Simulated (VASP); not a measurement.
Here is the system:

```xyz
6
Lattice="4.2775 0.0000 0.0000 0.0000 4.2775 0.0000 0.0000 0.0000 4.2775" Properties=species:S:1:pos:R:3 pbc="T T T"
Cu     3.2081     1.0694     3.2081
Cu     1.0694     3.2081     3.2081
Cu     3.2081     3.2081     1.0694
Cu     1.0694     1.0694     1.0694
O      0.0000     0.0000     0.0000
O      2.1388     2.1388     2.1388
```

These are TPSS meta-GGA, VASP's PBE PAW potentials (set 64) (plane waves; VASP) values and carry that method's errors. Settings: 520 eV cut-off, 6×6×6 Γ-centred mesh, tetrahedra with Blöchl corrections, potentials Cu O.

The cores are frozen, which limits the accuracy of field gradients.

**Question.** Give the principal components of the electric field gradient (V/Å²) and the asymmetry η at each nucleus.

**Answer.** 
```tsv
atom	Vxx	Vyy	Vzz	η
Cu1	29.4	29.4	-58.9	0.00
Cu2	29.4	29.4	-58.9	0.00
Cu3	29.4	29.4	-58.9	0.00
Cu4	29.4	29.4	-58.9	0.00
O5	0.0	0.0	0.0	-
O6	0.0	0.0	0.0	-
```

The compound is Cu2O in the cuprite structure. It was relaxed first.
